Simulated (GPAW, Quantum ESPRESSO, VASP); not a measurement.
**One structure in several programs: BPt₂ (P1, 6 atoms in the cell)**

Self-consistent single point.

```
CELL_PARAMETERS angstrom
      2.92831     0.00000     0.00000
     -1.46416     2.53599     0.00000
      0.00000     0.00000    10.35722
ATOMIC_POSITIONS crystal
  B  0.66624 0.33274 0.75111
  B  0.33107 0.66195 0.24915
  Pt 0.67433 0.33732 0.38615
  Pt 0.32824 0.67210 0.61408
  Pt 0.32639 0.66283 0.88384
  Pt 0.67373 0.33307 0.11566
```

All programs got the same cell, k-point mesh and kind of occupations (in GPAW's words: kpts = 8 8 2; mesh shift (steps) = 0 0 0; occupations.name = fermi-dirac; occupations.width = 0.136 eV); potentials, basis and cutoffs are each program's usual ones.

```json
[
 {"code": "GPAW", "model": "LDA (Perdew-Wang 92), GPAW PAW datasets LDA (gpaw-data 1.0.1)", "pressure (GPa)": "–", "largest force (eV/Å)": "0.630", "cutoff": "950 eV"},
 {"code": "Quantum ESPRESSO", "model": "LDA (PZ), PSlibrary PAW (LDA) pseudopotentials", "pressure (GPa)": "-9.21", "largest force (eV/Å)": "0.509", "cutoff": "50 Ry"},
 {"code": "VASP", "model": "LDA (PZ), VASP's LDA PAW potentials (set 64)", "pressure (GPa)": "-9.52", "largest force (eV/Å)": "0.551", "cutoff": "400 eV"}
]
```

Size of the force on each atom (eV/Å): Sizes of forces hide their directions.

| code | B1 | B2 | Pt3 | Pt4 | Pt5 | Pt6 |
|---|---|---|---|---|---|---|
| GPAW | 0.194 | 0.201 | 0.630 | 0.587 | 0.270 | 0.349 |
| Quantum ESPRESSO | 0.213 | 0.220 | 0.509 | 0.464 | 0.127 | 0.212 |
| VASP | 0.210 | 0.216 | 0.551 | 0.506 | 0.172 | 0.255 |

A dash marks a value that a program does not give, or that is left out as unsure.

The spread over the programs that give each value: pressure within 0.31 GPa; largest force within 0.121 eV/Å.

The starting cell comes from a database of computed structures (which also holds hypothetical and non-ambient phases and stackings), without a prior relaxation at this level. Its atoms were displaced at random from the sites of space group no. 194. On GPAW's run: Spin-orbit coupling is off. Spin polarisation is off.

**Question.** Why do the programs differ, and what cannot be compared?

**Answer.** Differences of this kind can come from the potentials, where these differ, and from what each basis and cutoff leave unconverged. The valence holds different numbers of electrons (GPAW 70, Quantum ESPRESSO 46, VASP 46). The zero of total energies and Fermi levels follows the potentials and each program's conventions, so they are not compared here. The pressure of GPAW is left out: its cutoff lies under the one at which its stress was checked. In the force vectors, GPAW (by 0.103) lies more than 0.08 eV/Å from the median of the plane-wave programs.

VASP's run is marked for a possible Pulay error in its stress at this cutoff; no cutoff test was made.

Left out of this page: Ansatz, ABINIT, CP2K, FLEUR and SIESTA (not drawn, or without a comparable value).

Keys are those of Ansatz 0.2.
